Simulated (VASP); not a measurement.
An input for Ansatz (written as the equivalent of a VASP run, and not itself run):

Ansatz 0.2 input:
```yaml
crystal:
  lattice:
    - [0.0000000, 2.7500000, 2.7500000]
    - [2.7500000, 0.0000000, 2.7500000]
    - [2.7500000, 2.7500000, 0.0000000]
  atoms:
    - { symbol: Li, position: [0.0000000, 0.0000000, 0.0000000] }
    - { symbol: Br, position: [0.5000000, 0.5000000, 0.5000000] }
kpoints:
  mp_grid: { grid: [8, 8, 8] }
hamiltonian:
  xc: pbe
  dispersion: d4
  pseudopotentials: { kind: paw }
scf:
  occupations: { method: gaussian, width: 0.05 }
  max_iter: 100
relax:
  max_steps: 60
  f_tol: 0.01
  cell: {}
output: { forces: true, stress: true, eigenvalues: true }
```

Task: Translate this input to VASP (INCAR, KPOINTS, POSCAR, choice of POTCAR).

Result: Several could match; the one computed here: 
File POSCAR:
```
LiBr
1
    0.0000000000     2.7500000000     2.7500000000
    2.7500000000     0.0000000000     2.7500000000
    2.7500000000     2.7500000000     0.0000000000
Li Br
1 1
Direct
  0.0000000000   0.0000000000   0.0000000000
  0.5000000000   0.5000000000   0.5000000000
```

### INCAR
```
LWAVE = .False.
IBRION = 2   # conjugate gradients
IVDW = 13
NSW = 60   # most ionic steps
PREC = Accurate
ENCUT = 520   # plane-wave cut-off (eV)
EDIFF = 1E-6
LCHARG = .False.
SIGMA = 0.05
LREAL = .False.
EDIFFG = -0.01
LASPH = .True.   # aspherical one-centre terms
ALGO = Normal   # blocked Davidson
LMAXMIX = 4   # l cut-off of mixed one-centre charges
ISMEAR = 0   # Gaussian
GGA = PE
ISIF = 3   # ions, shape and volume
SYSTEM = LiBr
NELM = 100   # most electronic steps
```

### KPOINTS
```
Automatic mesh
0
Gamma
8 8 8
0 0 0
```

POTCAR, in this order: Li_sv Br (PBE.64 set). Program: vasp_std.

The two are equivalent in intent, not identical: each code has its own PAW files, so the cut-off isn't converted (ENCUT is set for VASP's; basis.ecutwfc is left out, and Ansatz then takes the one that its files recommend); Ansatz stops its SCF on the density residual and VASP on the energy change (EDIFF).

The compound is LiBr in the rock salt structure. This run relaxes it. Symmetry was kept, so distortions that lower it aren't found.
